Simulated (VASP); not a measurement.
```
CELL_PARAMETERS angstrom
      0.00000     2.22360     2.22360
      2.22360     0.00000     2.22360
      2.22360     2.22360     0.00000
ATOMIC_POSITIONS crystal
  Si 0.00000 0.00000 0.00000
  C  0.25000 0.25000 0.25000
```

The base run (VASP): PBE GGA, plane waves, VASP's PBE PAW potentials (set 64). Run with 520 eV cut-off, 9×9×9 Γ-centred mesh, Gaussian smearing of 0.050 eV, potentials Si C.

One setting is varied; ΔE counts from the base run. The base run took about 4 core-seconds. Times come from single runs on busy shared machines, so they are rough: good to a factor of about 2.

Pressures at a finite cut-off, here 520 eV, hold a Pulay part, which wasn't tested here.

| setting | cost over the base run | electronic steps | ΔE (meV/atom) | pressure (GPa) |
|---|---|---|---|---|
| ISYM = 1 | within a factor of 2 | 12 | 0.0 | -8.93 |
| SYMPREC = 1E-3 | within a factor of 2 | 12 | 0.0 | -8.93 |
| base run | reference | 12 | 0.0 | -8.93 |
| ISYM = 0 | about 8 times | 12 | 0.0 | -8.93 |
| ISYM = -1 | [?] | 12 | 0.0 | -8.93 |

Question: Complete the blanks.

Answer: 
- ISYM = -1, cost over the base run: about 20 times

Left out are runs that failed, have no time on record or changed the cell.

The compound is SiC in the zinc blende structure. The cell was not relaxed at this level.
